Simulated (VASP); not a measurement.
VASP ran on this input.

File KPOINTS:
```
Automatic mesh
0
Gamma
11 11 6
0 0 0
```

INCAR:
```
SYSTEM = Ti
PREC = Accurate
ENCUT = 400
EDIFF = 1E-6
NELM = 6
ALGO = Normal
LREAL = .FALSE.
LASPH = .TRUE.
ISMEAR = 1
SIGMA = 0.1
GGA = PE
LMAXMIX = 4
LWAVE = .FALSE.
LCHARG = .FALSE.
ISIF = 2
```

### POSCAR
```
Ti
1
    1.4750000000    -2.5547750000     0.0000000000
    1.4750000000     2.5547750000     0.0000000000
    0.0000000000     0.0000000000     4.6800000000
Ti
2
Direct
  0.3333330000   0.6666670000   0.2500000000
  0.6666670000   0.3333330000   0.7500000000
```

POTCAR, in this order: Ti_sv (PBE.64 set). Program: vasp_std.

Task: What happens when VASP runs on this input?

Result: There is a fault: NELM is too small, so the electronic loop ends before EDIFF is met. The run did not converge; its last values are not results. Against the sound run, the energy per atom (σ→0) decreases by 0.003 eV/atom; the pressure falls by 49.37 GPa.

File standard output:
```
 POSCAR found type information on POSCAR Ti
 POSCAR found :  1 types and       2 ions
 Reading from existing POTCAR
 Reading from existing POTCAR
 LDA part: xc-table for (Slater+PW92), standard interpolation
 POSCAR, INCAR and KPOINTS ok, starting setup
 WAVECAR not read
 entering main loop
       N       E                     dE             d eps       ncg     rms          rms(c)
DAV:   1     0.226104507775E+03    0.22610E+03   -0.11900E+04  2056   0.159E+03
DAV:   2     0.951835413308E+01   -0.21659E+03   -0.21523E+03  2112   0.452E+02
DAV:   3    -0.167079925674E+02   -0.26226E+02   -0.26093E+02  4008   0.129E+02
DAV:   4    -0.177448166005E+02   -0.10368E+01   -0.10367E+01  2088   0.265E+01
DAV:   5    -0.178025261850E+02   -0.57710E-01   -0.57709E-01  3432   0.431E+00    0.117E+01
DAV:   6    -0.156561620107E+02    0.21464E+01   -0.81361E+00  2408   0.329E+01

 -----------------------------------------------------------------------------
|                                                                             |
|           W    W    AA    RRRRR   N    N  II  N    N   GGGG   !!!           |
|           W    W   A  A   R    R  NN   N  II  NN   N  G    G  !!!           |
|           W    W  A    A  R    R  N N  N  II  N N  N  G       !!!           |
|           W WW W  AAAAAA  RRRRR   N  N N  II  N  N N  G  GGG   !            |
|           WW  WW  A    A  R   R   N   NN  II  N   NN  G    G                |
|           W    W  A    A  R    R  N    N  II  N    N   GGGG   !!!           |
|                                                                             |
|     The electronic self-consistency was not achieved in the given           |
|     number of steps (NELM). The forces and other quantities evaluated       |
|     might not be reliable so examine the results carefully. If you find     |
|     spurious results, we suggest increasing NELM, if you were close to      |
|     convergence or switching to a different ALGO or adjusting the           |
|     density mixing parameters otherwise.                                    |
|                                                                             |
 -----------------------------------------------------------------------------

   1 F= -.15656162E+02 E0= -.15655886E+02  d E =-.826611E-03
```

OUTCAR:
```
------------------------ aborting loop EDIFF was not reached (unconverged)  ----------------------------
  FORCE on cell =-STRESS in cart. coord.  units (eV):
  Direction    XX          YY          ZZ          XY          YZ          ZX
  --------------------------------------------------------------------------------------
  Total      -11.6810303    -11.6810308    -10.8672084      0.0000000      0.0000000      0.0000000
  in kB     -530.6048383   -530.6048627   -493.6373965      0.0000000      0.0000000      0.0000000
  external PRESSURE =    -518.2823658 kB  Pullay stress =       0.0000000 kB
  volume of cell :       35.27
      direct lattice vectors                 reciprocal lattice vectors
     1.475000000 -2.554775000  0.000000000     0.338983051 -0.195711951  0.000000000
     1.475000000  2.554775000  0.000000000     0.338983051  0.195711951  0.000000000
     0.000000000  0.000000000  4.680000000     0.000000000  0.000000000  0.213675214
 POSITION                                       TOTAL-FORCE (eV/Angst)
 -----------------------------------------------------------------------------------
      1.47500      0.85159      1.17000         0.000000      0.000000      0.000000
      1.47500     -0.85159      3.51000        -0.000000     -0.000000      0.000000
 -----------------------------------------------------------------------------------
    total drift:                                0.000107      0.000632     -0.000012
  FREE ENERGIE OF THE ION-ELECTRON SYSTEM (eV)
  ---------------------------------------------------
  free  energy   TOTEN  =       -15.6561620107 eV

  energy  without entropy=      -15.6553354002  energy(sigma->0) =      -15.65588647
```
(Selected blocks of OUTCAR.)

To mend it, set NELM = 100.

The mended run (PBE GGA, plane waves, VASP's PBE PAW potentials (set 64)) converges, and its OSZICAR ends with
```
   1 F= -.15649989E+02 E0= -.15649727E+02  d E =-.784938E-03
```

The compound is Ti in the hcp structure. The cell was not relaxed at this level.
